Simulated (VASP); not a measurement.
Data:

```xyz
8
Lattice="6.0761 0.0000 0.0000 0.0000 6.0761 0.0000 0.0000 0.0000 6.0761" Properties=species:S:1:pos:R:3 pbc="T T T"
In     0.0000     0.0000     0.0000
In     3.0381     3.0381     0.0000
In     3.0381     0.0000     3.0381
As     1.4588     1.5793     1.5793
As     4.6173     4.4969     1.5793
As     4.6173     1.5793     4.4969
As     1.4588     4.4969     4.4969
Ga     0.0000     3.0381     3.0381
```

Computed with PBE GGA, VASP's PBE PAW potentials (set 64) (plane waves; VASP). Run with 400 eV cut-off, 4×4×4 Γ-centred mesh, Gaussian smearing of 0.050 eV, potentials In_d As Ga_d.

Unless said otherwise, spin-orbit coupling is left out, though it shifts the bands of the heavy elements here.

Q: What does the run give for the energy per atom (σ→0), band gap (on the k-mesh) with the smallest direct gap where there is one?

A: 
* **band gap (on the k-mesh)**: none (metal, semimetal or under 0.01 eV)
* **energy per atom (σ→0)**: -3.914 eV/atom

The structure was generated: GaIn3As4 was put into an ordered model structure (P-43m), which need not be its known phase. It was relaxed first, which changed the volume by +6 %.
